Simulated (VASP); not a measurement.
OSZICAR of a VASP run on Ge (diamond):

File OSZICAR:
```
       N       E                     dE             d eps       ncg     rms          rms(c)
DAV:   1     0.163184967045E+03    0.16318E+03   -0.15375E+04   730   0.427E+03
DAV:   2     0.116794907011E+02   -0.15151E+03   -0.14895E+03   720   0.534E+02
DAV:   3    -0.846271928382E+01   -0.20142E+02   -0.19985E+02   800   0.146E+02
DAV:   4    -0.906746809824E+01   -0.60475E+00   -0.60335E+00   814   0.291E+01
DAV:   5    -0.907733843560E+01   -0.98703E-02   -0.98682E-02   814   0.391E+00    0.323E+00
DAV:   6    -0.902028839161E+01    0.57050E-01   -0.23646E-02   766   0.162E+00    0.193E+00
DAV:   7    -0.898660803594E+01    0.33680E-01   -0.59642E-02   764   0.238E+00    0.161E-01
DAV:   8    -0.898844773159E+01   -0.18397E-02   -0.71087E-03   818   0.127E+00    0.629E-02
DAV:   9    -0.898845413115E+01   -0.63996E-05   -0.22446E-04   920   0.287E-01    0.198E-02
DAV:  10    -0.898847626018E+01   -0.22129E-04   -0.11651E-04   808   0.190E-01    0.701E-03
DAV:  11    -0.898847729716E+01   -0.10370E-05   -0.13962E-05   882   0.727E-02    0.158E-03
DAV:  12    -0.898847748089E+01   -0.18372E-06   -0.52025E-07   462   0.118E-02
   1 F= -.96423764E+01 E0= -.96422579E+01  d E =-.964238E+01
       N       E                     dE             d eps       ncg     rms          rms(c)
DAV:   1    -0.919211041620E+01   -0.20363E+00   -0.27304E+00   952   0.356E+01    0.252E+00
DAV:   2    -0.905480705995E+01    0.13730E+00   -0.18841E-01   932   0.889E+00    0.127E+00
DAV:   3    -0.901057491415E+01    0.44232E-01   -0.79337E-02   940   0.516E+00    0.288E-01
DAV:   4    -0.900750048810E+01    0.30744E-02   -0.92561E-03   906   0.203E+00    0.675E-02
DAV:   5    -0.900745384011E+01    0.46648E-04   -0.74277E-04   912   0.538E-01    0.507E-02
DAV:   6    -0.900744496973E+01    0.88704E-05   -0.69092E-05   918   0.173E-01    0.139E-03
DAV:   7    -0.900744505074E+01   -0.81015E-07   -0.31846E-06   750   0.267E-02
   2 F= -.96453840E+01 E0= -.96452714E+01  d E =-.300767E-02
       N       E                     dE             d eps       ncg     rms          rms(c)
DAV:   1    -0.901005744536E+01   -0.26125E-02   -0.69926E-02   952   0.547E+00    0.413E-01
DAV:   2    -0.900640696841E+01    0.36505E-02   -0.51652E-03   932   0.150E+00    0.206E-01
DAV:   3    -0.900525544704E+01    0.11515E-02   -0.19594E-03   940   0.816E-01    0.497E-02
DAV:   4    -0.900518256092E+01    0.72886E-04   -0.23470E-04   922   0.322E-01    0.104E-02
DAV:   5    -0.900517974355E+01    0.28174E-05   -0.18289E-05   782   0.848E-02    0.757E-03
DAV:   6    -0.900518036262E+01   -0.61907E-06   -0.11994E-06   400   0.234E-02
   3 F= -.96456827E+01 E0= -.96455702E+01  d E =-.330633E-02
       N       E                     dE             d eps       ncg     rms          rms(c)
DAV:   1    -0.900511215600E+01    0.67588E-04   -0.16391E-02   952   0.266E+00    0.200E-01
DAV:   2    -0.900425317279E+01    0.85898E-03   -0.12100E-03   932   0.727E-01    0.996E-02
DAV:   3    -0.900398354881E+01    0.26962E-03   -0.46315E-04   940   0.397E-01    0.240E-02
DAV:   4    -0.900396848316E+01    0.15066E-04   -0.55729E-05   922   0.157E-01    0.506E-03
DAV:   5    -0.900396765937E+01    0.82379E-06   -0.44014E-06   702   0.417E-02
   4 F= -.96457167E+01 E0= -.96456042E+01  d E =-.334028E-02
       N       E                     dE             d eps       ncg     rms          rms(c)
DAV:   1    -0.900499276410E+01   -0.10243E-02   -0.49228E-03   952   0.146E+00    0.110E-01
DAV:   2    -0.900473547099E+01    0.25729E-03   -0.36548E-04   932   0.398E-01    0.549E-02
DAV:   3    -0.900465236000E+01    0.83111E-04   -0.14070E-04   940   0.219E-01    0.131E-02
DAV:   4    -0.900464445140E+01    0.79086E-05   -0.16704E-05   906   0.862E-02    0.278E-03
DAV:   5    -0.900464448441E+01   -0.33016E-07   -0.12052E-06   360   0.228E-02
   5 F= -.96457072E+01 E0= -.96455948E+01  d E =-.333086E-02
       N       E                     dE             d eps       ncg     rms          rms(c)
DAV:   1    -0.900439539141E+01    0.24906E-03   -0.12333E-03   952   0.727E-01    0.551E-02
DAV:   2    -0.900432952995E+01    0.65861E-04   -0.92149E-05   932   0.201E-01    0.274E-02
DAV:   3    -0.900430940647E+01    0.20123E-04   -0.35254E-05   924   0.110E-01    0.653E-03
DAV:   4    -0.900430901437E+01    0.39210E-06   -0.40997E-06   718   0.428E-02
   6 F= -.96457148E+01 E0= -.96456023E+01  d E =-.333839E-02
       N       E                     dE             d eps       ncg     rms          rms(c)
DAV:   1    -0.900597638028E+01   -0.16670E-02   -0.58820E-02   952   0.503E+00    0.381E-01
DAV:   2    -0.900287897494E+01    0.30974E-02   -0.43662E-03   932   0.139E+00    0.189E-01
DAV:   3    -0.900190047767E+01    0.97850E-03   -0.16593E-03   940   0.752E-01    0.459E-02
DAV:   4    -0.900183934147E+01    0.61136E-04   -0.20007E-04   922   0.298E-01    0.960E-03
DAV:   5    -0.900183683811E+01    0.25034E-05   -0.15711E-05   774   0.788E-02    0.699E-03
DAV:   6    -0.900183741310E+01   -0.57499E-06   -0.10239E-06   410   0.216E-02
   7 F= -.96456181E+01 E0= -.96455055E+01  d E =0.967112E-04
       N       E                     dE             d eps       ncg     rms          rms(c)
DAV:   1    -0.900604981427E+01   -0.42130E-02   -0.33449E-02   952   0.382E+00    0.285E-01
DAV:   2    -0.900431725965E+01    0.17326E-02   -0.24352E-03   932   0.103E+00    0.142E-01
DAV:   3    -0.900376130214E+01    0.55596E-03   -0.94803E-04   940   0.567E-01    0.339E-02
DAV:   4    -0.900371721824E+01    0.44084E-04   -0.11372E-04   914   0.225E-01    0.717E-03
DAV:   5    -0.900371674682E+01    0.47142E-06   -0.91775E-06   736   0.603E-02
   8 F= -.96457157E+01 E0= -.96456032E+01  d E =-.945985E-06
       N       E                     dE             d eps       ncg     rms          rms(c)
DAV:   1    -0.900336290560E+01    0.35431E-03   -0.69032E-03   952   0.172E+00    0.131E-01
DAV:   2    -0.900299484031E+01    0.36807E-03   -0.51737E-04   932   0.476E-01    0.652E-02
DAV:   3    -0.900287968930E+01    0.11515E-03   -0.19717E-04   940   0.259E-01    0.156E-02
DAV:   4    -0.900287407937E+01    0.56099E-05   -0.23379E-05   914   0.102E-01    0.331E-03
DAV:   5    -0.900287363122E+01    0.44816E-06   -0.16706E-06   368   0.268E-02
   9 F= -.96456888E+01 E0= -.96455764E+01  d E =0.259227E-04
       N       E                     dE             d eps       ncg     rms          rms(c)
DAV:   1    -0.900346159481E+01   -0.58752E-03   -0.19526E-03   952   0.917E-01    0.692E-02
DAV:   2    -0.900336026143E+01    0.10133E-03   -0.14523E-04   932   0.252E-01    0.344E-02
DAV:   3    -0.900332741117E+01    0.32850E-04   -0.55837E-05   932   0.138E-01    0.820E-03
DAV:   4    -0.900332378527E+01    0.36259E-05   -0.65214E-06   746   0.540E-02    0.166E-03
DAV:   5    -0.900332383993E+01   -0.54661E-07   -0.47830E-07   360   0.142E-02
  10 F= -.96457069E+01 E0= -.96455944E+01  d E =0.789341E-05
```

### Question
Which electronic solver shows in the log?

### Answer
It is blocked Davidson (ALGO = Normal, or the opening steps of other solvers). The INCAR had ALGO = Normal.

### Question
Can the final energy be trusted as converged?

### Answer
The run converged. It stopped with EDIFF = 1E-6, NELM = 100, NSW = 60 and EDIFFG = -0.01 after 10 ionic steps (PBE GGA with D4 dispersion, plane waves, VASP's PBE PAW potentials (set 64)).

The compound is Ge in the diamond structure. This run relaxes it. Symmetry was kept, so distortions that lower it aren't found.
